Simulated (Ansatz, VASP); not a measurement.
**Two plane-wave programs on Si2Sb2Se**

```
CELL_PARAMETERS angstrom
4.98931 0.00000 0.00000
-2.49466 4.32087 0.00000
0.00000 0.00000 5.63316
ATOMIC_POSITIONS crystal
Si 0.33333 0.66667 0.00000
Si 0.66667 0.33333 0.00000
Sb 0.33333 0.66667 0.50000
Sb 0.66667 0.33333 0.50000
Se 0.00000 0.00000 0.00000
```

Alike in both runs: functional PBE; k mesh 6 × 6 × 4; occupations gaussian, width 0.1 eV; no spin polarisation.

Ansatz relaxed the structure, and its values are those at the end. VASP's run is a single point on that final structure, the one shown.

|  | VASP | Ansatz |
| --- | --- | --- |
| version | VASP 6.6.1 | Ansatz 0.2.0 |
| potentials or method | VASP PAW PBE potentials, release 64 (Si, Sb, Se) | scalar-relativistic, plane waves, PAW |
| plane-wave cutoff (eV) | 520 | 420 |
| valence electrons in the cell | 24 | 54 |

VASP gave:

- gap on the k mesh at the Fermi level (eV): none
- pressure (GPa): 0.1

Q: What did Ansatz give for the same quantities?

A: gap on the k mesh at the Fermi level (eV): none; pressure (GPa): 0.0.

A gap of «none» marks a metal or a gap that the smearing closes. The functional is the same, so the differences come from potentials, cutoffs and numerics. The two sets of potentials don't hold the same shells in valence.

Spin-orbit coupling is left out, which matters for the levels of Sb.
